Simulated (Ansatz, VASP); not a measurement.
# Cross-check of Ru (Ruthenium) between VASP and Ansatz

Aim: how closely do two programs agree when they are given the same cell, functional and k mesh? The cell is taken from a series of runs on this material, whose earlier steps may have relaxed, scaled, displaced or heated it; both programs get it as it stands.

Method: plane waves, with VASP 6.6.1 beside it; zone-centre phonons at PBE, in Ansatz 0.2.0.

## (1) Starting point

It takes space group P6_3/mmc (No. 194, hexagonal). The conventional cell has a = 2.720 Å, b = 2.720 Å, c = 4.297 Å, α = 90.00°, β = 90.00°, γ = 120.00°. Nearest to Ru lie 12 Ru at 2.66 to 2.72 Å.

## (2) VASP: zone-centre phonons, PBE

Second derivatives magnify differences that forces hide, and they need a tight electronic threshold.

Lines of VASP's logs that name or quote its potential files are left out, and so is its time.

Input file INCAR:

```
SYSTEM = Ru
PREC = Accurate
ENCUT = 500
EDIFF = 1E-08
NELM = 120
ISMEAR = 1
SIGMA = 0.2
LREAL = .FALSE.
ALGO = Normal
GGA = PE
NBANDS = 20
LASPH = .TRUE.
LORBIT = 11
LWAVE = .FALSE.
LCHARG = .FALSE.
ISIF = 2
IBRION = 8
GGA_COMPAT = .FALSE.
KPAR = 2
```

Input file POSCAR:

```
Ru
1.0
    2.7196079816      0.0000000000      0.0000000000
   -1.3598039908      2.3552496004      0.0000000000
    0.0000000000      0.0000000000      4.2965094293
Ru
2
Direct
    0.3333333334      0.6666666668      0.2500000000
    0.6666666668      0.3333333334      0.7500000000
```

Input file KPOINTS:

```
Automatic mesh
0
Gamma
6 6 4
0 0 0
```

Potentials, in the order of the species: Ru_pv (PBE family, release 64).

The run is started by

```console
$ mpirun -np 2 vasp_std
```

Numbers of over 12 decimals in the logs are rounded to 6 here.

Output:

```text
[banner, memory and clock lines left out]
running    2 mpi-ranks, on    1 nodes
 distrk:  each k-point on    1 cores,    2 groups
 distr:  one band on    1 cores,    1 groups

 POSCAR found type information on POSCAR Ru
 POSCAR found :  1 types and       2 ions
 LDA part: xc-table for (Slater+PW92), standard interpolation
 POSCAR, INCAR and KPOINTS ok, starting setup
 FFT: planning ... GRIDC
 FFT: planning ... GRID_SOFT
 FFT: planning ... GRID
 WAVECAR not read
 entering main loop
       N       E                     dE             d eps       ncg     rms          rms(c)
DAV:   1     0.289276799325E+03    0.28928E+03   -0.17391E+04   840   0.152E+03
DAV:   2    -0.138516786125E+02   -0.30313E+03   -0.29458E+03   856   0.457E+02
DAV:   3    -0.197012189778E+02   -0.58495E+01   -0.57861E+01   956   0.717E+01
DAV:   4    -0.197498656605E+02   -0.48647E-01   -0.48627E-01  1072   0.609E+00
DAV:   5    -0.197506290327E+02   -0.76337E-03   -0.75775E-03   964   0.637E-01    0.173E+01
DAV:   6    -0.184747219244E+02    0.12759E+01   -0.30253E+00   932   0.176E+01    0.451E+00
DAV:   7    -0.184063494587E+02    0.68372E-01   -0.35481E-01   996   0.457E+00    0.115E+00
DAV:   8    -0.183992442908E+02    0.71052E-02   -0.21072E-02   908   0.106E+00    0.941E-02
DAV:   9    -0.183993083718E+02   -0.64081E-04   -0.55352E-04   972   0.239E-01    0.425E-02
DAV:  10    -0.183993166948E+02   -0.83230E-05   -0.15644E-05   948   0.432E-02    0.995E-03
DAV:  11    -0.183993157652E+02    0.92955E-06   -0.25374E-06   972   0.154E-02    0.139E-03
DAV:  12    -0.183993153390E+02    0.42623E-06   -0.99540E-08   984   0.341E-03    0.558E-04
DAV:  13    -0.183993153503E+02   -0.11278E-07   -0.57073E-09   644   0.756E-04    0.107E-04
DAV:  14    -0.183993153510E+02   -0.73987E-09   -0.56575E-10   556   0.224E-04
   1 F= -.18399315E+02 E0= -.18397875E+02  d E =-.432053E-02
 Linear response reoptimize wavefunctions to high precision
DAV:   1    -0.183993153529E+02   -0.18590E-08   -0.41960E-11   608   0.546E-05
DAV:   2    -0.183993153530E+02   -0.12506E-09   -0.10516E-11   540   0.176E-05
DAV:   3    -0.183993153529E+02    0.67757E-10   -0.52836E-12   544   0.797E-06
 Linear response DOF=           2
 Linear response progress:
  Degree of freedom:   1/  2
       N       E                     dE             d eps       ncg     rms          rms(c)
RMM:   1    -0.518294131370E+00   -0.51829E+00    0.31161E+00  2482   0.587E+01
RMM:   2    -0.618055449823E+00   -0.99761E-01   -0.11703E-01  3393   0.282E+00    0.154E-01
RMM:   3    -0.616973260582E+00    0.10822E-02   -0.32841E-03  3848   0.467E-01    0.706E-02
RMM:   4    -0.615665059182E+00    0.13082E-02   -0.44526E-04  3930   0.164E-01    0.328E-02
RMM:   5    -0.615601635738E+00    0.63423E-04   -0.54748E-05  4370   0.500E-02    0.302E-02
RMM:   6    -0.615394534369E+00    0.20710E-03   -0.43090E-05  3882   0.186E-02    0.816E-03
RMM:   7    -0.615303990819E+00    0.90544E-04   -0.21601E-05  4458   0.904E-03    0.955E-04
RMM:   8    -0.615317551006E+00   -0.13560E-04   -0.13660E-05  4637   0.269E-03    0.305E-04
RMM:   9    -0.615324282245E+00   -0.67312E-05   -0.99038E-06  4570   0.149E-03    0.126E-04
RMM:  10    -0.615326928841E+00   -0.26466E-05   -0.52960E-06  4834   0.104E-03    0.257E-05
RMM:  11    -0.615326365325E+00    0.56352E-06   -0.39514E-06  5185   0.820E-04    0.121E-05
RMM:  12    -0.615326319091E+00    0.46234E-07   -0.27496E-06  5329   0.722E-04    0.509E-06
RMM:  13    -0.615326270838E+00    0.48254E-07   -0.25948E-06  5406   0.678E-04    0.297E-06
RMM:  14    -0.615326317015E+00   -0.46177E-07   -0.22035E-06  5179   0.657E-04    0.191E-06
RMM:  15    -0.615326327726E+00   -0.10711E-07   -0.23484E-06  5205   0.645E-04    0.105E-06
RMM:  16    -0.615326345403E+00   -0.17677E-07   -0.21074E-06  4813   0.639E-04    0.986E-07
RMM:  17    -0.615326343913E+00    0.14900E-08   -0.21644E-06  4108   0.634E-04    0.964E-07
RMM:  18    -0.615326347249E+00   -0.33368E-08   -0.19692E-06  4205   0.632E-04    0.620E-07
RMM:  19    -0.615326349321E+00   -0.20710E-08   -0.20177E-06  4428   0.631E-04    0.452E-07
RMM:  20    -0.615326353618E+00   -0.42980E-08   -0.19306E-06  4275   0.630E-04    0.452E-07
RMM:  21    -0.615326350348E+00    0.32707E-08   -0.20734E-06  4039   0.629E-04    0.480E-07
RMM:  22    -0.615326350503E+00   -0.15570E-09   -0.21182E-06  4041   0.629E-04    0.521E-07
 first order change of Fermi-energy   0.39720E-05
 force on displaced ion       1 direction 1 :  -6.147   0.009   0.000
 Linear response progress:
  Degree of freedom:   2/  2
       N       E                     dE             d eps       ncg     rms          rms(c)
RMM:   1    -0.633439530253E+00   -0.63344E+00    0.34656E+00  1020   0.590E+01
RMM:   2    -0.742851251744E+00   -0.10941E+00   -0.12783E-01  1392   0.289E+00    0.144E-01
RMM:   3    -0.742379346065E+00    0.47191E-03    0.30441E-03  1521   0.441E-01    0.957E-02
RMM:   4    -0.742823380244E+00   -0.44403E-03   -0.38985E-04  1454   0.144E-01    0.169E-01
RMM:   5    -0.742090386553E+00    0.73299E-03   -0.26981E-05  1406   0.135E-01    0.196E-02
RMM:   6    -0.741825119397E+00    0.26527E-03    0.13322E-03  1727   0.386E-02    0.108E-02
RMM:   7    -0.741794156098E+00    0.30963E-04    0.68617E-04  1629   0.979E-03    0.279E-03
RMM:   8    -0.741814261148E+00   -0.20105E-04    0.34900E-04  1769   0.403E-03    0.677E-04
RMM:   9    -0.741827669668E+00   -0.13409E-04    0.25199E-04  1759   0.168E-03    0.159E-04
RMM:  10    -0.741842377153E+00   -0.14707E-04    0.11233E-04  1807   0.105E-03    0.316E-05
RMM:  11    -0.741847994275E+00   -0.56171E-05    0.60163E-05  1967   0.804E-04    0.121E-05
RMM:  12    -0.741850646472E+00   -0.26522E-05    0.35316E-05  1918   0.703E-04    0.463E-06
RMM:  13    -0.741853071905E+00   -0.24254E-05    0.10623E-05  2030   0.662E-04    0.214E-06
RMM:  14    -0.741854586452E+00   -0.15145E-05   -0.45597E-06  1988   0.642E-04    0.125E-06
RMM:  15    -0.741855309365E+00   -0.72291E-06   -0.11455E-05  2004   0.630E-04    0.703E-07
RMM:  16    -0.741855853042E+00   -0.54368E-06   -0.16760E-05  1797   0.625E-04    0.886E-07
RMM:  17    -0.741856281170E+00   -0.42813E-06   -0.20880E-05  1859   0.623E-04    0.666E-07
RMM:  18    -0.741856409639E+00   -0.12847E-06   -0.22166E-05  1595   0.621E-04    0.948E-07
RMM:  19    -0.741856579187E+00   -0.16955E-06   -0.23960E-05  1803   0.621E-04    0.210E-06
RMM:  20    -0.741856638873E+00   -0.59686E-07   -0.24407E-05  1828   0.621E-04    0.111E-06
RMM:  21    -0.741856701065E+00   -0.62192E-07   -0.25124E-05  1524   0.621E-04    0.122E-06
RMM:  22    -0.741856724538E+00   -0.23473E-07   -0.25198E-05  1718   0.621E-04    0.103E-06
RMM:  23    -0.741856750667E+00   -0.26129E-07   -0.25559E-05  1446   0.621E-04    0.126E-06
RMM:  24    -0.741856751680E+00   -0.10131E-08   -0.25439E-05  1509   0.621E-04    0.109E-06
 first order change of Fermi-energy   0.22243E-03
 force on displaced ion       1 direction 3 :  -0.000   0.000  -8.195
 Linear response finished
```

Parts of OUTCAR (step 2):

```text
ion  position               nearest neighbor table
   1  0.333  0.667  0.250-   2 2.66   2 2.66   2 2.66   2 2.66   2 2.66   2 2.66
   2  0.667  0.333  0.750-   1 2.66   1 2.66   1 2.66   1 2.66   1 2.66   1 2.66

  LATTYP: Found a hexagonal cell.
 ALAT       =     2.7196079816
 C/A-ratio  =     1.5798267465

 Subroutine GETGRP returns: Found 24 space group operations
 (whereof 12 operations were pure point group operations)

The static configuration has the point symmetry D_3d.
 The point group associated with its full space group is D_6h.

 Found     21 irreducible k-points:

   k-points           NKPTS =     21   k-points in BZ     NKDIM =     21   number of bands    NBANDS=     20

   dimension x,y,z NGX =    20 NGY =   20 NGZ =   32
   dimension x,y,z NGXF=    40 NGYF=   40 NGZF=   64

   ENCUT  =  500.0 eV  36.75 Ry    6.06 a.u.   4.96  4.96  7.83*2*pi/ulx,y,z

   NELECT =      28.0000    total number of electrons

 k-points in reciprocal lattice and weights: Automatic mesh
   0.00000000  0.00000000  0.00000000       0.007
   0.16666667  0.00000000  0.00000000       0.042
   0.33333333 -0.00000000  0.00000000       0.042
   0.50000000  0.00000000  0.00000000       0.021
   0.16666667  0.16666667  0.00000000       0.042
   0.33333333  0.16666667  0.00000000       0.083
   0.33333333  0.33333333  0.00000000       0.014
   0.00000000  0.00000000  0.25000000       0.014
   0.16666667  0.00000000  0.25000000       0.083
[...]
0.33333333  0.16666667  0.50000000       0.083
   0.33333333  0.33333333  0.50000000       0.014

 average (electrostatic) potential at core
       1 -67.4380       2 -67.4380

  Total        0.4601582      0.4601582     -0.5122873      0.0000000      0.0000000      0.0000000
  in kB       26.7891354     26.7891354    -29.8239494      0.0000000      0.0000000      0.0000000
  external PRESSURE =       7.9181071 kB  Pullay stress =       0.0000000 kB

  energy-cutoff  :      500.00
  volume of cell :       27.52
      direct lattice vectors                 reciprocal lattice vectors
     2.719607982  0.000000000  0.000000000     0.367700053  0.212291725  0.000000000
    -1.359803991  2.355249600  0.000000000     0.000000000  0.424583450  0.000000000
     0.000000000  0.000000000  4.296509429     0.000000000  0.000000000  0.232747074

 POSITION                                       TOTAL-FORCE (eV/Angst)
 -----------------------------------------------------------------------------------
      0.00000      1.57017      1.07413         0.000000      0.000000      0.000000
      1.35980      0.78508      3.22238        -0.000000      0.000000      0.000000
 -----------------------------------------------------------------------------------
    total drift:                               -0.000000     -0.000000     -0.000000

 Eigenvectors and eigenvalues of the dynamical matrix
 ----------------------------------------------------

   1 f  =    6.295497 THz    39.555776 2PiTHz  209.995185 cm-1    26.036073 meV
             X         Y         Z           dx          dy          dz
      0.000000  1.570166  1.074127     0.000000   -0.000000   -0.707107
      1.359804  0.785083  3.222382     0.000000    0.000000    0.707107

   2 f  =    5.452459 THz    34.258813 2PiTHz  181.874468 cm-1    22.549550 meV
             X         Y         Z           dx          dy          dz
      0.000000  1.570166  1.074127     0.707107    0.000228    0.000000
      1.359804  0.785083  3.222382    -0.707107   -0.000228    0.000000

   3 f  =    5.452459 THz    34.258813 2PiTHz  181.874468 cm-1    22.549550 meV
             X         Y         Z           dx          dy          dz
      0.000000  1.570166  1.074127     0.000228   -0.707107    0.000000
      1.359804  0.785083  3.222382    -0.000228    0.707107    0.000000

   4 f  =    0.000000 THz     0.000000 2PiTHz    0.000002 cm-1     0.000000 meV
             X         Y         Z           dx          dy          dz
      0.000000  1.570166  1.074127    -0.117717    0.637492    0.282395
      1.359804  0.785083  3.222382    -0.117717    0.637492    0.282395

   5 f/i=    0.000000 THz     0.000000 2PiTHz    0.000001 cm-1     0.000000 meV
             X         Y         Z           dx          dy          dz
      0.000000  1.570166  1.074127     0.148591    0.302750   -0.621501
      1.359804  0.785083  3.222382     0.148591    0.302750   -0.621501

   6 f/i=    0.000000 THz     0.000000 2PiTHz    0.000001 cm-1     0.000000 meV
             X         Y         Z           dx          dy          dz
      0.000000  1.570166  1.074127     0.681222    0.044123    0.184363
      1.359804  0.785083  3.222382     0.681222    0.044123    0.184363

 ELASTIC MODULI CONTR FROM IONIC RELAXATION (kBar)
 Direction    XX          YY          ZZ          XY          YZ          ZX
 --------------------------------------------------------------------------------
 XX          -4.5562      4.5562      0.0000      0.0000      0.0000      0.0000
 YY           4.5562     -4.5562      0.0000     -0.0000      0.0000      0.0000
 ZZ           0.0000      0.0000     -0.0000      0.0000     -0.0000     -0.0000
 XY           0.0000     -0.0000      0.0000     -4.5562      0.0000      0.0000
 YZ           0.0000      0.0000     -0.0000      0.0000     -0.0000     -0.0000
 ZX           0.0000      0.0000     -0.0000      0.0000     -0.0000     -0.0000
 --------------------------------------------------------------------------------
```

(Part 1 of 2 ends here.)

[Lines on the potential files, build, host, timing and source positions are cut from VASP's logs without a mark.]

[Logs are printed without paths, hosts, clocks, repeated set-up lines and the standing remarks that a program may print on its own settings, such as how far it seeks lower states.]

[Hosts, paths, dates, database ids (printed as entryN), source tags and the programs' standing remarks are cut or masked in the printed files.]
